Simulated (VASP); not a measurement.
Consider the following.

```yaml
crystal:
  lattice:
    - [3.42717, 0.00000, 0.00000]
    - [-1.71359, 2.96802, 0.00000]
    - [0.00000, 0.00000, 5.56434]
  atoms:
    - { symbol: Te, position: [0.33333, 0.66667, 0.25000] }
    - { symbol: Te, position: [0.66667, 0.33333, 0.75000] }
```

Level of theory: PBE GGA, VASP's PBE PAW potentials (set 64) (plane waves; VASP). Run with 400 eV cut-off, 7×7×4 Γ-centred mesh, Gaussian smearing of 0.050 eV, potentials Te.

Unless said otherwise, spin-orbit coupling is left out, though it shifts the bands of the heavy elements here.

Problem. What does the run give for the energy per atom (σ→0), band gap (on the k-mesh) with the smallest direct gap where there is one?

Solution. 
```
Property                                                    Result
------------------------  ----------------------------------------
band gap (on the k-mesh)  none (metal, semimetal or under 0.01 eV)
energy per atom (σ→0)                               -2.731 eV/atom
```

Total energies compare only between runs with the same potentials, cut-off and functional.

The structure was generated: Te was put into the hcp type (P6_3/mmc), which need not be its known phase. The cell was not relaxed at this level. The k-mesh is coarse (spacing up to 0.30 per Å, 2π included), so the numbers may not be converged in it.
